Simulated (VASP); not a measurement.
# Hf4TlSn4 (C2/m) in VASP: density of states with PBE

Aim: the density of states of Hf4TlSn4 with PBE.

Program: VASP 6.6.1. These are calculated values, not measurements. Logs are shortened: lines on timing, memory, paths and dates and some standing lists are left out, and cuts for length are marked.

## Step 1: The crystal as given

It takes space group C2/m (No. 12, monoclinic). The conventional cell has a = 10.856 Å, b = 4.199 Å, c = 9.690 Å, α = 90.00°, β = 109.91°, γ = 90.00°. Hf (site symmetry m) has 7 Sn at 2.98 to 3.23 Å as nearest neighbours. Hf (site symmetry m) has 6 Sn at 3.03 to 3.14 Å and 2 Tl at 3.39 Å as nearest neighbours. Tl (site symmetry 2/m) has 4 Sn at 2.66 Å as nearest neighbours. Sn (site symmetry m) is surrounded by 2 Sn at 2.70 to 2.72 Å and 5 Hf at 2.98 to 3.06 Å. Sn (site symmetry m) is surrounded by 2 Tl at 2.66 Å and 1 Sn at 2.70 Å.

The cell was built by a generator and needn't be a form met in nature.

## Step 2: Density of states, PBE

File POSCAR:

```
Hf4TlSn4
1.0
    0.0000000000      4.1991540000      0.0000000000
    5.4281160000     -2.0995770000      0.0000000000
   -2.1279200000      2.0995770000     -9.1107350000
Hf Tl Sn
4 1 4
Direct
    0.1082400000      0.8354800000      0.6190000000
    0.8917600000      0.1645200000      0.3810000000
    0.7539400000      0.3498500000      0.8419700000
    0.2460600000      0.6501500000      0.1580300000
    0.0000000000      0.0000000000      0.0000000000
    0.3840000000      0.3815000000      0.6135000000
    0.6160000000      0.6185000000      0.3865000000
    0.4622000000      0.7747000000      0.8503000000
    0.5378000000      0.2253000000      0.1497000000
```

File INCAR.step1:

```
  PREC = Accurate
  ENCUT = 520
  EDIFF = 1E-6
  ISMEAR = -1
  SIGMA = 0.1
  LREAL = False
  LASPH = True
  NELM = 60
  ALGO = Normal
  ISIF = 2
  LWAVE = False
  LCHARG = True
  LMAXMIX = 4
  GGA = PE
  NBANDS = 64
```

File KPOINTS.step1:

```
regular mesh
0
Gamma
  5 5 5
```

File INCAR.step2:

```
  PREC = Accurate
  ENCUT = 520
  EDIFF = 1E-6
  ISMEAR = -5
  SIGMA = 0.1
  LREAL = False
  LASPH = True
  NELM = 60
  ALGO = Normal
  ISIF = 2
  LWAVE = False
  LCHARG = False
  LMAXMIX = 4
  GGA = PE
  LORBIT = 11
  NBANDS = 64
  NEDOS = 1001
  ICHARG = 11
```

File KPOINTS.step2:

```
regular mesh
0
Gamma
  8 8 8
```

Potentials or basis: VASP PAW PBE potentials, release 64 (Hf_pv, Tl_d, Sn_d).

On the command line:

```
cat potpaw_PBE.64/Hf_pv/POTCAR potpaw_PBE.64/Tl_d/POTCAR potpaw_PBE.64/Sn_d/POTCAR > POTCAR
cp INCAR.step1 INCAR
cp KPOINTS.step1 KPOINTS
mpirun -np 1 vasp_std > vasp.out
cp INCAR.step2 INCAR
cp KPOINTS.step2 KPOINTS
mpirun -np 1 vasp_std > vasp.out
```

OUTCAR:

```text
PREC = Accurate
   ENCUT = 520
   EDIFF = 1E-6
   ISMEAR = -5
   LREAL = False
   LASPH = True
   NELM = 60
   ISIF = 2
   GGA = PE
   LORBIT = 11
   ICHARG = 11

 ion  position               nearest neighbor table
   1  0.108  0.835  0.619-   6 2.98   7 3.06   7 3.06   8 3.09   8 3.09   6 3.23   6 3.23   5 3.47
                             3 3.72   3 3.73   3 3.73   2 3.79   2 3.79   2 3.81
   2  0.892  0.165  0.381-   7 2.98   6 3.06   6 3.06   9 3.09   9 3.09   7 3.23   7 3.23   5 3.47
                             4 3.72   4 3.73   4 3.73   1 3.79   1 3.79   1 3.81
   3  0.754  0.350  0.842-   6 3.03   6 3.03   9 3.10   8 3.11   8 3.11   8 3.14   5 3.39   5 3.39
                             5 3.50   4 3.69   4 3.69   1 3.72   1 3.73   1 3.73
   4  0.246  0.650  0.158-   7 3.03   7 3.03   8 3.10   9 3.11   9 3.11   9 3.14   5 3.39   5 3.39
                             5 3.50   3 3.69   3 3.69   2 3.72   2 3.73   2 3.73
   5  0.000  0.000  0.000-   9 2.66   8 2.66   9 2.66   8 2.66   3 3.39   3 3.39   4 3.39   4 3.39
                             1 3.47   2 3.47   4 3.50   3 3.50
   6  0.384  0.382  0.614-   8 2.70   7 2.72   1 2.98   3 3.03   3 3.03   2 3.06   2 3.06   1 3.23
                             1 3.23
   7  0.616  0.618  0.386-   9 2.70   6 2.72   2 2.98   4 3.03   4 3.03   1 3.06   1 3.06   2 3.23
                             2 3.23
   8  0.462  0.775  0.850-   5 2.66   5 2.66   6 2.70   1 3.09   1 3.09   4 3.10   3 3.11   3 3.11
                             3 3.14   9 3.27
   9  0.538  0.225  0.150-   5 2.66   5 2.66   7 2.70   2 3.09   2 3.09   3 3.10   4 3.11   4 3.11
                             4 3.14   8 3.27

  LATTYP: Found a base centered monoclinic cell.
 ALAT       =    10.8562320000
 B/A-ratio  =     0.3867966344
 C/A-ratio  =     0.8925781423
 COS(beta)  =    -0.3405762587

  Lattice vectors:

 A1 = (  -5.4281160000,  -2.0995770000,   0.0000000000)
 A2 = (  -5.4281160000,   2.0995770000,   0.0000000000)
 A3 = (   3.3001960000,  -0.0000000000,  -9.1107350000)

Analysis of symmetry for initial positions (statically):
=====================================================================
 Subroutine PRICEL returns:
 Original cell was already a primitive cell.

 Routine SETGRP: Setting up the symmetry group for a
 base centered monoclinic supercell.

 Subroutine GETGRP returns: Found  4 space group operations
 (whereof  4 operations were pure point group operations)
 out of a pool of  4 trial point group operations.

The static configuration has the point symmetry C_2h.

Analysis of symmetry for dynamics (positions and initial velocities):
=====================================================================
 Subroutine PRICEL returns:
 Original cell was already a primitive cell.

 Routine SETGRP: Setting up the symmetry group for a
 base centered monoclinic supercell.

 Subroutine GETGRP returns: Found  4 space group operations
 (whereof  4 operations were pure point group operations)
 out of a pool of  4 trial point group operations.

The dynamic configuration has the point symmetry C_2h.

 Subroutine INISYM returns: Found  4 space group operations
 (whereof  4 operations are pure point group operations),
 and found     1 'primitive' translations

----------------------------------------------------------------------------------------

                                     Primitive cell

  volume of cell :     207.6655

  direct lattice vectors                    reciprocal lattice vectors
     0.000000000  4.199154000  0.000000000     0.092112991  0.238143207  0.033366235
     5.428116000 -2.099577000  0.000000000     0.184225982  0.000000000 -0.043028159
    -2.127920000  2.099577000 -9.110735000     0.000000000  0.000000000 -0.109760629

  length of vectors
     4.199154000  5.820022929  9.588626562     0.257507856  0.189184129  0.109760629

  position of ions in fractional coordinates (direct lattice)
     0.108240000  0.835480000  0.619000000
     0.891760000  0.164520000  0.381000000
     0.753940000  0.349850000  0.841970000
     0.246060000  0.650150000  0.158030000
     0.000000000  0.000000000  0.000000000
     0.384000000  0.381500000  0.613500000
     0.616000000  0.618500000  0.386500000
     0.462200000  0.774700000  0.850300000
     0.537800000  0.225300000  0.149700000

  ion indices of the primitive-cell ions
   primitive index   ion index
                 1           1
                 2           2
                 3           3
                 4           4
                 5           5
                 6           6
                 7           7
                 8           8
                 9           9

----------------------------------------------------------------------------------------

 KPOINTS: regular mesh

Automatic generation of k-mesh.
 Grid dimensions read from file:
 generate k-points for:    8    8    8

 Generating k-lattice:

  Cartesian coordinates                     Fractional coordinates (reciprocal lattice)
     0.011514124  0.029767901  0.004170779     0.125000000  0.000000000  0.000000000
     0.023028248  0.000000000 -0.005378520     0.000000000  0.125000000  0.000000000
     0.000000000  0.000000000 -0.013720079     0.000000000  0.000000000  0.125000000

  Length of vectors
     0.032188482  0.023648016  0.013720079

  Shift w.r.t. Gamma in fractional coordinates (k-lattice)
     0.000000000  0.000000000  0.000000000

 TETIRR: Found    768 inequivalent tetrahedra from     3072

 Subroutine IBZKPT returns following result:
 ===========================================

 Found    150 irreducible k-points:

 Following reciprocal coordinates:
            Coordinates               Weight
  0.000000  0.000000  0.000000      1.000000
  0.125000 -0.000000 -0.000000      4.000000
  0.250000 -0.000000 -0.000000      4.000000
  0.375000  0.000000 -0.000000      4.000000
  0.500000 -0.000000 -0.000000      2.000000
  0.000000  0.125000  0.000000      2.000000
[... 16 lines left out ...]
  0.125000  0.375000 -0.000000      4.000000
  0.250000  0.375000  0.000000      4.000000
 [... further k-points ...]
   k-points           NKPTS =    150   k-points in BZ     NKDIM =    150   number of bands    NBANDS=     64
   number of dos      NEDOS =   1001   number of ions     NIONS =      9
   total plane-waves  NPLWV = 110592
   dimension x,y,z NGX =    32 NGY =   48 NGZ =   72
   dimension x,y,z NGXF=    64 NGYF=   96 NGZF=  144
   ions per type =               4   1   4
   NGX,Y,Z   is equivalent  to a cutoff of  12.67, 13.71, 12.48 a.u.
   NGXF,Y,Z  is equivalent  to a cutoff of  25.34, 27.42, 24.97 a.u.
 SYSTEM =  unknown system
   PREC   = accura    normal or accurate (medium, high low for compatibility)
   ISTART =      0    job   : 0-new  1-cont  2-samecut
   ICHARG =     11    charge: 1-file 2-atom 10-const
   ISPIN  =      1    spin polarized calculation?
   LNONCOLLINEAR =      F non collinear calculations
   LSORBIT =      F    spin-orbit coupling
   LASPH  =      T    aspherical Exc in radial PAW
   ENCUT  =  520.0 eV  38.22 Ry    6.18 a.u.   7.81 10.82 17.83*2*pi/ulx,y,z
   NELM   =     60;   NELMIN=  2; NELMDL=  0     # of ELM steps
   EDIFF  = 0.1E-05   stopping-criterion for ELM
   LREAL  =      F    real-space projection
   EDIFFG = 0.1E-04   stopping-criterion for IOM
   NSW    =      0    number of steps for IOM
   IBRION =     -1    ionic relax: 0-MD 1-quasi-New 2-CG
   NFREE  =      0    steps in history (QN), initial steepest desc. (CG)
   ISIF   =      2    stress and relaxation
   ISYM   =      2    0-nonsym 1-usesym 2-fastsym
   POTIM  = 0.5000    time-step for ionic-motion
   TEBEG  =    0.0;   TEEND  =   0.0 temperature during run
   PSTRESS=    0.0 pullay stress
   NELECT =     109.0000    total number of electrons
   NUPDOWN=      -1.0000    fix difference up-down
   EMIN   =  10.00;   EMAX   =-10.00  energy-range for DOS
   EFERMI =   0.00;   METHOD = LEGACY
   ISMEAR =    -5;   SIGMA  =   0.10  broadening in eV -4-tet -1-fermi 0-gaus
   EFERMI_NEDOS =   21; number of points for ismear=-14 and -15
   IALGO  =     38    algorithm
   IMIX   =      4    mixing-type and parameters
     AMIX     =   0.40;   BMIX     =  1.00
     AMIX_MAG =   1.60;   BMIX_MAG =  1.00
  volume/ion in A,a.u.               =      23.07       155.71
  Fermi-wavevector in a.u.,A,eV,Ry     =   1.320572  2.495520 23.727356  1.743911
  Thomas-Fermi vector in A             =   2.450389
   LORBIT       =     11    0 simple, 1 ext, 2 COOP (PROOUT), +10 PAW based schemes
   GGA     = PE    functional components
   LHFCALC =     F    Hartree Fock is set to
   AEXX    =    0.0000 exact exchange contribution
   IVDW    =     0    specifies the selected vdW correction
   LEPSILON=     F    determine dielectric tensor
   LRPA    =     F    only Hartree local field effects (RPA)
 non-spin polarized calculation
 Fermi weights with tetrahedron method with Bloechl corrections
  energy-cutoff  :      520.00
  volume of cell :      207.67
 maximum number of plane-waves:      5618

 number of electron     109.0000006 magnetization

 Free energy of the ion-electron system (eV)
  ---------------------------------------------------
  ext. energy  EPLUGINS =         0.00000000
  ---------------------------------------------------
  free energy    TOTEN  =       -55.23941633 eV

  energy without entropy =      -55.23941633  energy(sigma->0) =      -55.23941633

 E-fermi :   8.1446     XC(G=0): -11.1317

 val. band max:        8.1881899571   @ k =  -0.2500   0.3750   0.2500
 cond. band min:       8.0133318203   @ k =   0.5000   0.2500   0.2500
 fundamental gap:     -0.1748581368
 Fermi energy:         8.1446112350

 k-point     1 :       0.0000    0.0000    0.0000
  band No.  band energies     occupation
      1     -23.6933      2.00000
      2     -23.6812      2.00000
      3     -23.6758      2.00000
      4     -23.6709      2.00000
      5     -23.6500      2.00000
      6     -23.6309      2.00000
[... 56 lines left out ...]
     63       9.7912      0.00000
     64      10.2304      0.00000

 k-point     2 :       0.1250   -0.0000   -0.0000
  band No.  band energies     occupation
      1     -23.6968      2.00000
      2     -23.6812      2.00000
      3     -23.6783      2.00000
      4     -23.6745      2.00000
      5     -23.6472      2.00000
      6     -23.6368      2.00000
[... 56 lines left out ...]
     63       9.8926      0.00000
     64      10.3336      0.00000

 k-point     3 :       0.2500   -0.0000   -0.0000
  band No.  band energies     occupation
      1     -23.7046      2.00000
      2     -23.6909      2.00000
      3     -23.6807      2.00000
      4     -23.6754      2.00000
      5     -23.6467      2.00000
      6     -23.6418      2.00000
[... 1396 lines left out ...]
     63       9.7155      0.00000
     64      10.0658      0.00000

 k-point    24 :       0.2500    0.3750    0.0000
  band No.  band energies     occupation
      1     -23.7044      2.00000
      2     -23.6918      2.00000
      3     -23.6851      2.00000
      4     -23.6776      2.00000
      5     -23.6540      2.00000
      6     -23.6377      2.00000
[... 56 lines left out ...]
     63       9.8491      0.00000
     64       9.9342      0.00000

 [... further k-points ...]
[... 5 lines left out ...]
  --------------------------------------------------------------------------------------
  -------------------------------------------------------------------------------------
  Total       -2.9935669      6.0364230      8.5016885      0.0000000      0.0000000     -9.3923264
  in kB      -23.0959175     46.5721099     65.5920847      0.0000000      0.0000000    -72.4635191
  external PRESSURE =      29.6894257 kB  Pullay stress =       0.0000000 kB

 VOLUME and BASIS-vectors are now :
 -----------------------------------------------------------------------------
  energy-cutoff  :      520.00
  volume of cell :      207.67
      direct lattice vectors                 reciprocal lattice vectors
     0.000000000  4.199154000  0.000000000     0.092112991  0.238143207  0.033366235
     5.428116000 -2.099577000  0.000000000     0.184225982  0.000000000 -0.043028159
    -2.127920000  2.099577000 -9.110735000     0.000000000  0.000000000 -0.109760629

 POSITION                                       TOTAL-FORCE (eV/Angst)
 -----------------------------------------------------------------------------------
      3.21790      0.00000     -5.63954         0.005040     -0.000000      0.143702
      0.08230      4.19915     -3.47119        -0.005040      0.000000     -0.143702
      0.10738      4.19915     -7.67097        -0.211313     -0.000000      0.005027
      3.19281      0.00000     -1.43977         0.211313      0.000000     -0.005027
      0.00000      0.00000      0.00000        -0.000000     -0.000000      0.000000
      0.76535      2.09958     -5.58944        -2.307302      0.000000      0.447864
      2.53485      2.09958     -3.52130         2.307302     -0.000000     -0.447864
      2.39579      2.09958     -7.74686        -0.798442      0.000000      1.461922
      0.90440      2.09958     -1.36388         0.798442     -0.000000     -1.461922
 -----------------------------------------------------------------------------------
    total drift:                               -0.000000      0.000000     -0.000000

  FREE ENERGIE OF THE ION-ELECTRON SYSTEM (eV)
  ---------------------------------------------------
  free  energy   TOTEN  =       -55.2394163311 eV

  energy  without entropy=      -55.2394163311  energy(sigma->0) =      -55.23941633

 total charge

# of ion       s       p       d       tot
------------------------------------------
    1        0.252   6.248   1.530   8.031
    2        0.252   6.248   1.530   8.031
    3        0.259   6.240   1.530   8.029
    4        0.259   6.240   1.530   8.029
    5        1.066   0.827   9.681  11.574
    6        1.117   1.399  10.033  12.549
    7        1.117   1.399  10.033  12.549
    8        1.138   1.404  10.061  12.603
    9        1.138   1.404  10.061  12.603
--------------------------------------------------
tot          6.598  31.409  55.988  93.996
```

Run time: 17 min. Hardware: 1 thread of Intel Xeon 6975P-C (Granite Rapids), shared host; peak memory 1.5 GiB.

What came out:

| Property | Result |
| --- | --- |
| Valence electrons inside the program's atomic spheres | Hf 8.03; Tl 11.57; Sn 12.55, 12.60 |

Levels at points of the mesh, in eV from the Fermi level:
```csv
k point,band 53,band 54,band 55,band 56,band 57,band 58
"(0.00, 0.00, 0.00)",-1.05,-0.94,-0.19,0.27,0.83,0.95
"(0.50, 0.00, 0.00)",-1.46,-1.00,0.32,0.96,1.08,1.38
"(0.00, 0.50, 0.00)",-0.63,-0.43,-0.07,-0.02,0.33,0.40
"(0.50, 0.50, 0.00)",-1.35,-0.92,0.31,0.60,0.69,0.97
"(0.00, 0.00, 0.50)",-1.07,-0.95,-0.64,0.16,0.53,0.54
"(0.00, 0.50, 0.50)",-0.30,-0.18,0.03,0.14,0.36,0.52
```

States per cell in windows of 1 eV (zero at the Fermi level; states under -8 eV left out):
```
from (eV)  total  Hf3_d  Hf4_d  Hf1_d  Hf2_d  Sn6_p  Sn7_p
     -8.0   1.74   0.02   0.02   0.02   0.02   0.03   0.03
     -7.0   1.63   0.02   0.02   0.02   0.02   0.05   0.05
     -6.0   2.08   0.02   0.02   0.02   0.02   0.11   0.11
     -5.0   3.56   0.07   0.07   0.07   0.07   0.23   0.23
     -4.0   4.24   0.12   0.12   0.13   0.13   0.30   0.30
     -3.0   6.28   0.36   0.36   0.32   0.32   0.39   0.39
     -2.0   5.55   0.51   0.51   0.50   0.50   0.14   0.14
     -1.0   3.85   0.40   0.40   0.43   0.43   0.07   0.07
      0.0   7.22   0.90   0.90   0.77   0.77   0.08   0.08
      1.0  11.22   1.57   1.57   1.57   1.57   0.09   0.09
      2.0   0.53   0.07   0.07   0.08   0.08   0.01   0.01
```

Caveat: tetrahedron occupations give inexact forces and stress in metals.
